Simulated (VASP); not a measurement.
A VASP calculation is set up with these files.

### POSCAR
```
Cu3N
1
    3.8300136592     0.0000000000     0.0000000000
    0.0000000000     3.8300136592     0.0000000000
    0.0000000000     0.0000000000     3.8300136592
Cu N
3 1
Direct
  0.0000000000   0.0000000000   0.5000000000
  0.5000000000   0.0000000000   0.0000000000
  0.0000000000   0.5000000000   0.0000000000
  0.0000000000   0.0000000000   0.0000000000
```

File KPOINTS:
```
Automatic mesh
0
Gamma
4 4 4
0 0 0
```

INCAR:
```
SYSTEM = Cu3N
PREC = Accurate
ENCUT = 500
EDIFF = 1E-6
NELM = 100
ALGO = Normal
LREAL = .FALSE.
LASPH = .TRUE.
ISMEAR = 0
SIGMA = 0.05
GGA = PE
LMAXMIX = 4
LWAVE = .TRUE.
LCHARG = .FALSE.
```

POTCAR, in this order: Cu N (PBE.64 set). Program: vasp_std.

Problem. Translate this PBE calculation to Quantum ESPRESSO's pw.x.

Solution. One equivalent input (not run):
```
&CONTROL
  calculation = 'scf'
  pseudo_dir = './pseudo'
  outdir = './out'
  tprnfor = .true.
  tstress = .true.
/
&SYSTEM
  ibrav = 0
  nat = 4
  ntyp = 2
  ecutwfc = 92
  occupations = 'smearing'
  smearing = 'gaussian'
  degauss = 0.003675
  input_dft = 'pbe'
/
&ELECTRONS
  conv_thr = 7.3e-08
  electron_maxstep = 100
/
ATOMIC_SPECIES
  Cu 63.546 Cu.upf
  N 14.007 N.upf
CELL_PARAMETERS angstrom
     3.8300137    0.0000000    0.0000000
     0.0000000    3.8300137    0.0000000
     0.0000000    0.0000000    3.8300137
ATOMIC_POSITIONS crystal
  Cu   0.0000000  0.0000000  0.5000000
  Cu   0.5000000  0.0000000  0.0000000
  Cu   0.0000000  0.5000000  0.0000000
  N    0.0000000  0.0000000  0.0000000
K_POINTS automatic
  4 4 4 0 0 0
```
Limits of the translation: the potentials are each code's own (VASP's PAW set, PseudoDojo norm-conserving files in pw.x), so ENCUT and ecutwfc are chosen apart and not converted; conv_thr bounds pw.x's estimated SCF error, while EDIFF bounds the energy change between steps.

The structure comes from a computed database's Cu3N entry (Pm-3m); how it stands against other phases isn't given here. It was relaxed first.
